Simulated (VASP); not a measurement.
AlB3P4:

```xyz
8
Lattice="1.7100 0.9873 11.1833 -1.7100 0.9873 11.1833 0.0000 -1.9745 11.1833" Properties=species:S:1:pos:R:3 pbc="T T T"
Al    0.0000    0.0000    0.0000
B     0.0000    0.0000   25.1625
B     0.0000    0.0000    8.3875
B     0.0000    0.0000   16.7750
P     0.0000    0.0000   23.0656
P     0.0000    0.0000   14.6781
P     0.0000    0.0000   31.3021
P     0.0000    0.0000    6.2906
```

The cell was built by a generator and needn't be a form met in nature.

```yaml
Program: VASP 6.6.1
Task: relaxation of cell and atoms
Functional: PBE
Potentials_or_basis: VASP PAW PBE potentials, release 64 (Al, B, P)
Cutoff: 520 eV
k_mesh: 5 × 5 × 5
Occupations: gaussian, width 0.15 eV
Spin: no spin polarisation
```

At the start: pressure 1.2 GPa; volume 14.16 Å³/atom.

**Question.** How do energy, volume and symmetry change on relaxing?

**Answer.** Over 14 steps the energy falls by 156.3 meV/atom and the volume is 13.73 Å³/atom (-3.0 %); space group R3m (No. 160, to 0.05 Å).

Step by step:
```
step  energy change (eV)  largest force (eV/Å)  pressure (GPa)  volume (Å³)
   1              0.0000                4.5764            1.19       113.28
   2             -0.6558                1.8646           -2.97       114.99
   3             -0.6739                1.6410           -2.66       114.76
   4             -1.0891                1.0566           -1.14       111.70
   5             -1.1241                1.1429           -0.35       110.52
   6             -1.2354                0.5888            0.84       109.42
   7             -1.2363                0.4859            0.74       109.51
   8             -1.2425                0.3622           -0.53       110.36
   9             -1.2477                0.2074           -0.07       110.01
  10             -1.2500                0.0886           -0.11       109.98
  11             -1.2500                0.0997           -0.11       109.98
  12             -1.2500                0.1305           -0.13       109.97
  13             -1.2500                0.1042           -0.11       109.98
  14             -1.2507                0.0385            0.05       109.83
```

Final structure:
```xyz
8
Lattice="1.6743 0.9666 11.3098 -1.6743 0.9666 11.3098 0.0000 -1.9333 11.3098" Properties=species:S:1:pos:R:3 pbc="T T T"
Al    0.0000    0.0000   33.8540
B     0.0000    0.0000   25.6456
B     0.0000    0.0000    8.2253
B     0.0000    0.0000   16.9308
P     0.0000    0.0000   23.6747
P     0.0000    0.0000   14.9576
P     0.0000    0.0000   31.4715
P     0.0000    0.0000    6.2519
```

Caveat: the k mesh is coarse (spacing up to 0.43 Å⁻¹), so the values aren't converged.
